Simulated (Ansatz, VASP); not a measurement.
# Cross-check of AgAu (Au-Ag-Ag-Au stack, (111) layers) between VASP and Ansatz, part 2 of 2

Aim: how closely do two programs agree when they are given the same cell, functional and k mesh? The cell is taken from a series of runs on this material, whose earlier steps may have relaxed, scaled, displaced or heated it; both programs get it as it stands.

VASP 6.6.1 and Ansatz 0.2.0.

So far: The starting structure; Ansatz: zone-centre phonons, PBEsol.

**3. VASP: zone-centre phonons, PBEsol**

Level of this step: PBEsol; plane waves and PAW (Au, Ag) (VASP).

The same cell, functional, mesh and smearing now go to VASP, with its own data sets.

Lines of VASP's logs that name or quote its potential files are left out, and so is its time.

INCAR reads:

```
SYSTEM = AgAu
PREC = Accurate
ENCUT = 500
EDIFF = 1E-08
NELM = 120
ISMEAR = 1
SIGMA = 0.2
LREAL = .FALSE.
ALGO = Normal
GGA = PS
NBANDS = 28
LASPH = .TRUE.
LORBIT = 11
LWAVE = .FALSE.
LCHARG = .FALSE.
ISIF = 2
IBRION = 8
GGA_COMPAT = .FALSE.
NELMDL = -8
KPAR = 2
```

POSCAR reads:

```
AgAu
1.0
    2.8016228175     -0.0000027965      0.0000000000
   -1.4008089869      2.4262779300      0.0000000000
    0.0000000000      0.0000000000     37.9681770654
Au Ag
2 2
Direct
    0.0000000000      0.0000000000      0.1431393384
    0.0000000000      0.0000000000      0.3331566389
    0.3333333333      0.6666666667      0.2071352857
    0.6666666667      0.3333333333      0.2691606916
```

KPOINTS reads:

```
Automatic mesh
0
Gamma
6 6 1
0 0 0
```

PAW data sets: Au and Ag (PBE family, release 64).

The run is started by

```console
mpirun -np 2 vasp_std
```

Numbers of over 12 decimals in the logs are rounded to 6 here.

The program printed:

```text
[banner, memory and clock lines left out]
running    2 mpi-ranks, on    1 nodes
 distrk:  each k-point on    1 cores,    2 groups
 distr:  one band on    1 cores,    1 groups

 POSCAR found type information on POSCAR AuAg
 POSCAR found :  2 types and       4 ions
|                                                                             |
|               ----> ADVICE to this user running VASP <----                  |
|                                                                             |
|     You enforced a specific xc type in the INCAR file but a different       |
|     [... a line on the potential file left out ...]
|     I HOPE YOU KNOW WHAT YOU ARE DOING!                                     |
|                                                                             |

 LDA part: xc-table for (Slater+PW92), standard interpolation
 POSCAR, INCAR and KPOINTS ok, starting setup
 FFT: planning ... GRIDC
 FFT: planning ... GRID_SOFT
 FFT: planning ... GRID
 WAVECAR not read
 entering main loop
       N       E                     dE             d eps       ncg     rms          rms(c)
DAV:   1     0.286692679316E+03    0.28669E+03   -0.18214E+04   408   0.124E+03
DAV:   2     0.321795949491E+00   -0.28637E+03   -0.27065E+03   492   0.262E+02
DAV:   3    -0.149800751895E+02   -0.15302E+02   -0.14168E+02   488   0.559E+01
DAV:   4    -0.152455710517E+02   -0.26550E+00   -0.26507E+00   476   0.747E+00
DAV:   5    -0.152500047513E+02   -0.44337E-02   -0.44329E-02   460   0.100E+00
DAV:   6    -0.152501487897E+02   -0.14404E-03   -0.14402E-03   484   0.170E-01
DAV:   7    -0.152501552940E+02   -0.65043E-05   -0.65042E-05   484   0.337E-02
DAV:   8    -0.152501555871E+02   -0.29315E-06   -0.29314E-06   476   0.657E-03    0.141E+01
DAV:   9    -0.138265221030E+02    0.14236E+01   -0.46489E+00   428   0.156E+01    0.887E+00
DAV:  10    -0.137711953803E+02    0.55327E-01   -0.19281E-01   452   0.418E+00    0.422E+00
DAV:  11    -0.137642749813E+02    0.69204E-02   -0.87322E-02   420   0.383E+00    0.671E-01
DAV:  12    -0.137585598220E+02    0.57152E-02   -0.25209E-02   448   0.226E+00    0.128E-01
DAV:  13    -0.137587471006E+02   -0.18728E-03   -0.17104E-03   448   0.263E-01    0.541E-02
DAV:  14    -0.137588067605E+02   -0.59660E-04   -0.17471E-04   444   0.169E-01    0.316E-02
[...]
DAV:  23    -0.137590369256E+02   -0.11126E-06   -0.15186E-08   292   0.550E-04    0.110E-04
DAV:  24    -0.137590370163E+02   -0.90705E-07   -0.31587E-09   272   0.184E-04    0.687E-05
DAV:  25    -0.137590371124E+02   -0.96109E-07   -0.94633E-09   268   0.226E-04    0.489E-05
DAV:  26    -0.137590371718E+02   -0.59326E-07   -0.10831E-09   256   0.126E-04    0.132E-05
DAV:  27    -0.137590372133E+02   -0.41547E-07   -0.46551E-10   224   0.713E-05    0.294E-05
DAV:  28    -0.137590372406E+02   -0.27252E-07   -0.12653E-10   228   0.913E-05    0.175E-05
DAV:  29    -0.137590372521E+02   -0.11534E-07    0.94421E-13   224   0.231E-05    0.102E-05
DAV:  30    -0.137590372567E+02   -0.46111E-08    0.49065E-11   224   0.156E-05
   1 F= -.13759037E+02 E0= -.13750620E+02  d E =-.252515E-01
 Linear response reoptimize wavefunctions to high precision
DAV:   1    -0.137590372586E+02   -0.19045E-08    0.86503E-11   216   0.111E-05
DAV:   2    -0.137590372587E+02   -0.11642E-09    0.84773E-11   244   0.421E-06
DAV:   3    -0.137590372585E+02    0.18190E-09    0.75971E-11   216   0.270E-06
 Linear response DOF=           4
 Linear response progress:
  Degree of freedom:   1/  4
       N       E                     dE             d eps       ncg     rms          rms(c)
RMM:   1    -0.265608069468E+00   -0.26561E+00   -0.22519E-01  1789   0.304E+00
RMM:   2    -0.265873104384E+00   -0.26503E-03   -0.28653E-03  1692   0.335E-01    0.853E-02
RMM:   3    -0.265153903916E+00    0.71920E-03   -0.25212E-04  1711   0.871E-02    0.443E-02
RMM:   4    -0.264571356299E+00    0.58255E-03   -0.38286E-04  1772   0.920E-02    0.121E-02
RMM:   5    -0.264541447761E+00    0.29909E-04   -0.83120E-06  1780   0.177E-02    0.766E-03
RMM:   6    -0.264390697302E+00    0.15075E-03   -0.73274E-07  1799   0.537E-03    0.228E-03
RMM:   7    -0.264388798444E+00    0.18989E-05   -0.73428E-08  1829   0.135E-03    0.533E-04
RMM:   8    -0.264387931145E+00    0.86730E-06   -0.59837E-08  1805   0.102E-03    0.299E-04
RMM:   9    -0.264387888895E+00    0.42250E-07   -0.46799E-08  1806   0.501E-04    0.786E-05
RMM:  10    -0.264387698261E+00    0.19063E-06   -0.48148E-08  1865   0.113E-04    0.314E-05
RMM:  11    -0.264387415456E+00    0.28281E-06    0.67189E-09  1837   0.287E-05    0.106E-05
RMM:  12    -0.264387295793E+00    0.11966E-06   -0.15843E-09  1851   0.227E-05    0.516E-06
RMM:  13    -0.264387311160E+00   -0.15367E-07   -0.23164E-09  1811   0.672E-06    0.231E-06
RMM:  14    -0.264387331666E+00   -0.20505E-07   -0.10710E-09  1664   0.396E-06    0.302E-07
RMM:  15    -0.264387333994E+00   -0.23282E-08   -0.57174E-10   907   0.163E-06    0.111E-07
 first order change of Fermi-energy   0.49012E-04
 force on displaced ion       1 direction 1 :  -0.342   0.000   0.000
 Linear response progress:
  Degree of freedom:   2/  4
       N       E                     dE             d eps       ncg     rms          rms(c)
RMM:   1    -0.362453549580E+00   -0.36245E+00   -0.25134E-01   643   0.321E+00
RMM:   2    -0.361148908659E+00    0.13046E-02   -0.45223E-03   600   0.397E-01    0.163E-01
RMM:   3    -0.360986755935E+00    0.16215E-03   -0.62694E-04   602   0.123E-01    0.107E-01
RMM:   4    -0.361329131812E+00   -0.34238E-03   -0.44854E-04   634   0.106E-01    0.454E-02
RMM:   5    -0.361421935777E+00   -0.92804E-04   -0.13359E-04   646   0.517E-02    0.776E-02
RMM:   6    -0.361260997737E+00    0.16094E-03   -0.36865E-05   642   0.273E-02    0.102E-02
RMM:   7    -0.361196172372E+00    0.64825E-04   -0.18065E-06   644   0.599E-03    0.441E-03
RMM:   8    -0.361162729190E+00    0.33443E-04   -0.40576E-07   646   0.353E-03    0.129E-03
RMM:   9    -0.361146659079E+00    0.16070E-04   -0.36788E-08   637   0.116E-03    0.362E-04
RMM:  10    -0.361140597918E+00    0.60612E-05   -0.61527E-09   649   0.342E-04    0.160E-04
RMM:  11    -0.361138423849E+00    0.21741E-05   -0.36533E-09   647   0.245E-04    0.920E-05
RMM:  12    -0.361136771049E+00    0.16528E-05   -0.49596E-09   665   0.141E-04    0.714E-05
RMM:  13    -0.361135575142E+00    0.11959E-05   -0.11018E-08   685   0.165E-04    0.276E-05
RMM:  14    -0.361135732904E+00   -0.15776E-06   -0.86313E-09   672   0.700E-05    0.170E-05
RMM:  15    -0.361135617275E+00    0.11563E-06   -0.21852E-08   681   0.452E-05    0.100E-05
RMM:  16    -0.361135575868E+00    0.41407E-07   -0.26012E-08   676   0.297E-05    0.445E-06
RMM:  17    -0.361135524924E+00    0.50944E-07   -0.13115E-08   660   0.252E-05    0.226E-06
RMM:  18    -0.361135503174E+00    0.21750E-07   -0.10434E-08   574   0.150E-05    0.136E-06
RMM:  19    -0.361135508588E+00   -0.54140E-08   -0.12637E-09   531   0.693E-06    0.642E-07
 first order change of Fermi-energy   0.32258E+00
 force on displaced ion       1 direction 3 :   0.000  -0.000  -2.857
 Linear response progress:
  Degree of freedom:   3/  4
       N       E                     dE             d eps       ncg     rms          rms(c)
RMM:   1    -0.284786037616E+00   -0.28479E+00   -0.20231E-01  1804   0.307E+00
RMM:   2    -0.282906599887E+00    0.18794E-02   -0.13302E-03  1682   0.254E-01    0.746E-02
RMM:   3    -0.282385955654E+00    0.52064E-03   -0.19657E-04  1702   0.734E-02    0.381E-02
RMM:   4    -0.281976658274E+00    0.40930E-03   -0.23733E-04  1740   0.784E-02    0.674E-03
RMM:   5    -0.281882317580E+00    0.94341E-04   -0.30607E-06  1766   0.112E-02    0.210E-03
RMM:   6    -0.281851696421E+00    0.30621E-04   -0.82002E-07  1779   0.456E-03    0.830E-04
RMM:   7    -0.281850501083E+00    0.11953E-05   -0.41698E-09  1810   0.778E-04    0.375E-04
RMM:   8    -0.281845510932E+00    0.49902E-05    0.28948E-09  1821   0.376E-04    0.409E-05
RMM:   9    -0.281844962697E+00    0.54824E-06    0.25427E-08  1846   0.727E-05    0.186E-05
RMM:  10    -0.281844856392E+00    0.10630E-06   -0.30080E-08  1854   0.203E-05    0.633E-06
RMM:  11    -0.281844845346E+00    0.11045E-07   -0.27788E-08  1868   0.106E-05    0.473E-06
RMM:  12    -0.281844838481E+00    0.68652E-08   -0.97870E-09  1723   0.352E-06    0.815E-07
 first order change of Fermi-energy   0.35994E-04
 force on displaced ion       3 direction 1 :  -1.029   0.001  -0.000
 Linear response progress:
  Degree of freedom:   4/  4
       N       E                     dE             d eps       ncg     rms          rms(c)
RMM:   1    -0.352364926462E+00   -0.35236E+00   -0.23559E-01   658   0.321E+00
RMM:   2    -0.345986817360E+00    0.63781E-02   -0.18777E-03   600   0.300E-01    0.137E-01
RMM:   3    -0.345854254150E+00    0.13256E-03   -0.20722E-04   621   0.748E-02    0.972E-02
RMM:   4    -0.346358576459E+00   -0.50432E-03   -0.21344E-04   657   0.714E-02    0.127E-01
RMM:   5    -0.345899573126E+00    0.45900E-03   -0.20527E-04   658   0.639E-02    0.228E-02
RMM:   6    -0.345876955320E+00    0.22618E-04   -0.97134E-06   639   0.157E-02    0.786E-03
RMM:   7    -0.345851644274E+00    0.25311E-04   -0.14463E-06   632   0.643E-03    0.553E-03
RMM:   8    -0.345835884085E+00    0.15760E-04   -0.37989E-07   638   0.316E-03    0.164E-03
RMM:   9    -0.345830675241E+00    0.52088E-05   -0.45309E-08   643   0.930E-04    0.298E-04
RMM:  10    -0.345827251229E+00    0.34240E-05   -0.13245E-09   649   0.240E-04    0.848E-05
RMM:  11    -0.345826686614E+00    0.56462E-06   -0.50321E-09   649   0.107E-04    0.440E-05
RMM:  12    -0.345826604163E+00    0.82451E-07   -0.11383E-08   660   0.786E-05    0.285E-05
RMM:  13    -0.345826854131E+00   -0.24997E-06   -0.30429E-08   685   0.946E-05    0.140E-05
RMM:  14    -0.345826808797E+00    0.45334E-07   -0.49905E-08   669   0.315E-05    0.802E-06
RMM:  15    -0.345826805607E+00    0.31898E-08   -0.36634E-08   672   0.246E-05    0.473E-06
 first order change of Fermi-energy  -0.21484E-01
 force on displaced ion       3 direction 3 :   0.000  -0.000  -6.645
 Linear response finished
```

Parts of OUTCAR (step 3):

```text
ion  position               nearest neighbor table
   1  0.000  0.000  0.143-   3 2.92   3 2.92   3 2.92
   2  0.000  0.000  0.333-   4 2.92   4 2.92   4 2.92
   3  0.333  0.667  0.207-   4 2.86   4 2.86   4 2.86   1 2.92   1 2.92   1 2.92
   4  0.667  0.333  0.269-   3 2.86   3 2.86   3 2.86   2 2.92   2 2.92   2 2.92

  LATTYP: Found a hexagonal cell.
 ALAT       =     2.8016228175
 C/A-ratio  =    13.5522086800

 Subroutine GETGRP returns: Found 12 space group operations
 (whereof  6 operations were pure point group operations)

The static configuration has the point symmetry C_3v.
 The point group associated with its full space group is D_3d.

 Found      7 irreducible k-points:

   k-points           NKPTS =      7   k-points in BZ     NKDIM =      7   number of bands    NBANDS=     28

   dimension x,y,z NGX =    20 NGY =   20 NGZ =  280
   dimension x,y,z NGXF=    40 NGYF=   40 NGZF=  560

   ENCUT  =  500.0 eV  36.75 Ry    6.06 a.u.   5.11  5.11 69.22*2*pi/ulx,y,z

   NELECT =      44.0000    total number of electrons

 k-points in reciprocal lattice and weights: Automatic mesh
   0.00000000  0.00000000  0.00000000       0.028
   0.16666667  0.00000000  0.00000000       0.167
   0.33333333  0.00000000  0.00000000       0.167
   0.50000000 -0.00000000  0.00000000       0.083
   0.16666667  0.16666667  0.00000000       0.167
   0.33333333  0.16666667  0.00000000       0.333
   0.33333333  0.33333333  0.00000000       0.056

 average (electrostatic) potential at core
       1 -74.9928       2 -74.9927       3 -80.7144       4 -80.7144

  Total       -0.9409595     -0.9409595      0.8947690     -0.0000000      0.0000000      0.0000000
  in kB       -5.8413311     -5.8413311      5.5545871     -0.0000000      0.0000000      0.0000000
  external PRESSURE =      -2.0426917 kB  Pullay stress =       0.0000000 kB

  energy-cutoff  :      500.00
  volume of cell :      258.09
      direct lattice vectors                 reciprocal lattice vectors
     2.801622818 -0.000002796  0.000000000     0.356936191  0.206076731  0.000000000
    -1.400808987  2.426277930  0.000000000     0.000000411  0.412154174  0.000000000
     0.000000000  0.000000000 37.968177065     0.000000000  0.000000000  0.026337846

 POSITION                                       TOTAL-FORCE (eV/Angst)
 -----------------------------------------------------------------------------------
      0.00000      0.00000      5.43474         0.000000     -0.000000     -0.170725
      0.00000      0.00000     12.64935         0.000000      0.000000      0.170725
      0.00000      1.61752      7.86455        -0.000000     -0.000000      0.129452
      1.40081      0.80876     10.21954         0.000000      0.000000     -0.129452
 -----------------------------------------------------------------------------------
    total drift:                                0.000000      0.000000      0.000223

 Eigenvectors and eigenvalues of the dynamical matrix
 ----------------------------------------------------

   1 f  =    5.000958 THz    31.421944 2PiTHz  166.813995 cm-1    20.682290 meV
             X         Y         Z           dx          dy          dz
      0.000000  0.000000  5.434740    -0.000000    0.000000    0.178861
      0.000000  0.000000 12.649350     0.000000    0.000000   -0.178861
      0.000002  1.617518  7.864549     0.000000   -0.000000   -0.684112
      1.400812  0.808757 10.219541    -0.000000    0.000000    0.684112

   2 f  =    3.187059 THz    20.024881 2PiTHz  106.308841 cm-1    13.180610 meV
             X         Y         Z           dx          dy          dz
      0.000000  0.000000  5.434740    -0.000000    0.000000    0.420026
      0.000000  0.000000 12.649350     0.000000   -0.000000    0.420026
      0.000002  1.617518  7.864549     0.000000   -0.000000   -0.568839
      1.400812  0.808757 10.219541    -0.000000    0.000000   -0.568839

   3 f  =    1.959655 THz    12.312877 2PiTHz   65.367063 cm-1     8.104479 meV
             X         Y         Z           dx          dy          dz
      0.000000  0.000000  5.434740    -0.146964   -0.026118    0.000000
      0.000000  0.000000 12.649350     0.146964    0.026118    0.000000
      0.000002  1.617518  7.864549     0.680509    0.120940    0.000000
      1.400812  0.808757 10.219541    -0.680509   -0.120940    0.000000

   4 f  =    1.959655 THz    12.312877 2PiTHz   65.367063 cm-1     8.104479 meV
             X         Y         Z           dx          dy          dz
      0.000000  0.000000  5.434740     0.026118   -0.146964   -0.000000
      0.000000  0.000000 12.649350    -0.026118    0.146964   -0.000000
      0.000002  1.617518  7.864549    -0.120940    0.680509   -0.000000
      1.400812  0.808757 10.219541     0.120940   -0.680509   -0.000000

   5 f  =    1.426811 THz     8.964919 2PiTHz   47.593295 cm-1     5.900814 meV
             X         Y         Z           dx          dy          dz
      0.000000  0.000000  5.434740     0.000000   -0.000000   -0.684112
      0.000000  0.000000 12.649350    -0.000000   -0.000000    0.684112
      0.000002  1.617518  7.864549    -0.000000    0.000000   -0.178861
      1.400812  0.808757 10.219541     0.000000    0.000000    0.178861

   6 f  =    1.220069 THz     7.665920 2PiTHz   40.697122 cm-1     5.045798 meV
             X         Y         Z           dx          dy          dz
      0.000000  0.000000  5.434740     0.404156    0.071823    0.000000
      0.000000  0.000000 12.649350     0.404156    0.071823    0.000000
      0.000002  1.617518  7.864549    -0.566878   -0.100740    0.000000
      1.400812  0.808757 10.219541    -0.566878   -0.100740    0.000000

   7 f  =    1.220069 THz     7.665920 2PiTHz   40.697122 cm-1     5.045798 meV
             X         Y         Z           dx          dy          dz
      0.000000  0.000000  5.434740    -0.071823    0.404156   -0.000000
      0.000000  0.000000 12.649350    -0.071823    0.404156    0.000000
      0.000002  1.617518  7.864549     0.100740   -0.566878   -0.000000
      1.400812  0.808757 10.219541     0.100740   -0.566878   -0.000000

   8 f  =    0.430437 THz     2.704518 2PiTHz   14.357844 cm-1     1.780145 meV
             X         Y         Z           dx          dy          dz
      0.000000  0.000000  5.434740    -0.680509   -0.120945   -0.000000
      0.000000  0.000000 12.649350     0.680509    0.120945    0.000000
      0.000002  1.617518  7.864549    -0.146963   -0.026119   -0.000000
      1.400812  0.808757 10.219541     0.146963    0.026119    0.000000

   9 f  =    0.430437 THz     2.704518 2PiTHz   14.357844 cm-1     1.780145 meV
             X         Y         Z           dx          dy          dz
      0.000000  0.000000  5.434740    -0.120945    0.680509   -0.000000
      0.000000  0.000000 12.649350     0.120945   -0.680509   -0.000000
      0.000002  1.617518  7.864549    -0.026119    0.146963   -0.000000
      1.400812  0.808757 10.219541     0.026119   -0.146963   -0.000000

  10 f/i=    0.003380 THz     0.021235 2PiTHz    0.112733 cm-1     0.013977 meV
             X         Y         Z           dx          dy          dz
      0.000000  0.000000  5.434740    -0.000000    0.000000    0.568839
      0.000000  0.000000 12.649350    -0.000000    0.000000    0.568839
      0.000002  1.617518  7.864549    -0.000000    0.000000    0.420026
      1.400812  0.808757 10.219541    -0.000000    0.000000    0.420026

  11 f/i=    0.021629 THz     0.135897 2PiTHz    0.721457 cm-1     0.089449 meV
             X         Y         Z           dx          dy          dz
      0.000000  0.000000  5.434740    -0.107368    0.565660   -0.000000
      0.000000  0.000000 12.649350    -0.107368    0.565660   -0.000000
      0.000002  1.617518  7.864549    -0.076548    0.403288   -0.000000
      1.400812  0.808757 10.219541    -0.076548    0.403288   -0.000000

  12 f/i=    0.021629 THz     0.135897 2PiTHz    0.721457 cm-1     0.089449 meV
             X         Y         Z           dx          dy          dz
      0.000000  0.000000  5.434740     0.565660    0.107368    0.000000
      0.000000  0.000000 12.649350     0.565660    0.107368    0.000000
      0.000002  1.617518  7.864549     0.403288    0.076548    0.000000
      1.400812  0.808757 10.219541     0.403288    0.076548    0.000000

 ELASTIC MODULI CONTR FROM IONIC RELAXATION (kBar)
 Direction    XX          YY          ZZ          XY          YZ          ZX
 --------------------------------------------------------------------------------
 XX        -205.8738   -189.0499   -232.9723     -0.0000     -8.5973      0.0000
 YY        -189.0499   -205.8738   -232.9723     -0.0000      8.5973     -0.0000
 ZZ        -232.9723   -232.9723   -274.9451     -0.0000      0.0000     -0.0000
 XY          -0.0000     -0.0000     -0.0000     -8.4119      0.0000      5.1638
 YZ          -8.5973      8.5973      0.0000      0.0000    -13.7743      0.0000
 ZX           0.0000     -0.0000     -0.0000      5.1638      0.0000     -4.1150
 --------------------------------------------------------------------------------
```

**4. Side by side**

Known differences besides the potentials themselves: Ansatz cuts the interaction across the vacuum, VASP repeats the sheet without a dipole correction; VASP's run holds the zone centre alone; the data sets hold 76 valence electrons in Ansatz (on its PAW soft_1 files) and 44 in VASP; the cutoff is 420 eV in Ansatz and 500 eV in VASP; Ansatz makes its cores anew for this functional, VASP keeps those of its PBE data sets. Total energies have different zeros and are not compared.

Compared:

```
                  quantity  Ansatz   VASP  difference
optical mode 1 to 2 (cm⁻¹)    15.4   14.4        +1.1
optical mode 3 to 4 (cm⁻¹)    40.5   40.7        -0.2
     optical mode 5 (cm⁻¹)    48.4   47.6        +0.8
optical mode 6 to 7 (cm⁻¹)    65.2   65.4     -0.22 %
     optical mode 8 (cm⁻¹)   106.8  106.3     +0.48 %
     optical mode 9 (cm⁻¹)   167.8  166.8     +0.60 %
```

Modes are paired by rising frequency, not by their patterns, so a pair may set unlike modes beside each other; they are those without the splitting of longitudinal modes. Where the cell holds vacuum, a pressure given here is an average over it and none of the material.

**5. Summary of results**

```
r.m.s. difference of the optical zone-centre modes, each program's sorted by frequency (zone-centre phonons, PBEsol) : 0.70 cm⁻¹
difference in optical mode 9 (zone-centre phonons, PBEsol)                                                           : +0.6 %
```

In words: The r.m.s. difference of the optical zone-centre modes, each program's sorted by frequency is 0.70 cm⁻¹ (zone-centre phonons, PBEsol). The data sets hold unlike numbers of valence electrons (76 in Ansatz and 44 in VASP), so part of the differences may come from the potentials. Among the rows given in per cent, the largest difference of the zone-centre phonons, PBEsol pair is in optical mode 9, +0.6 %. How closely two codes agree says nothing of how well the functional describes the real material.

[Lines on the potential files, build, host, timing and source positions are cut from VASP's logs without a mark.]

[Logs are printed without paths, hosts, clocks, repeated set-up lines and the standing remarks that a program may print on its own settings, such as how far it seeks lower states.]

[Hosts, paths, dates, database ids (printed as entryN), source tags and the programs' standing remarks are cut or masked in the printed files.]
